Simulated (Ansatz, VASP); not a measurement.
**One calculation of LuNO, two programs**

```
Lu N O
1.0
     3.80358    0.00000    0.00000
    -1.90179    3.29400    0.00000
     0.00000    0.00000    4.19308
Lu N O
1 1 1
Direct
  0.00000 0.00000 0.50000
  0.66667 0.33333 0.00000
  0.33333 0.66667 0.50000
```

Change from the starting cell: species swapped into the BaAlSn type (P-6m2, No. 187).

Alike in both runs: task single point; functional PBE; k mesh 6 × 6 × 4; occupations gaussian, width 0.1 eV; no spin polarisation.

|  | VASP | Ansatz |
| --- | --- | --- |
| version | VASP 6.6.1 | Ansatz 0.2.0 |
| potentials or method | VASP PAW PBE potentials, release 64 (Lu, N, O) | scalar-relativistic, plane waves, PAW |
| plane-wave cutoff (eV) | 520 | 420 |
| valence electrons in the cell | 36 | 36 |

|  | VASP | Ansatz | Ansatz less VASP |
| --- | --- | --- | --- |
| gap on the k mesh at the Fermi level (eV) | none | none | - |
| pressure (GPa) | -14.6 | -15.1 | -0.51 |
| largest component of the traceless stress (GPa) | 1.59 | 2.14 | +0.545 |

A gap of «none» marks a metal or a gap that the smearing closes.

Caveats: the k mesh is coarse (spacing up to 0.37 Å⁻¹), so the values aren't converged. Spin-orbit coupling is left out, which matters for the levels of Lu.
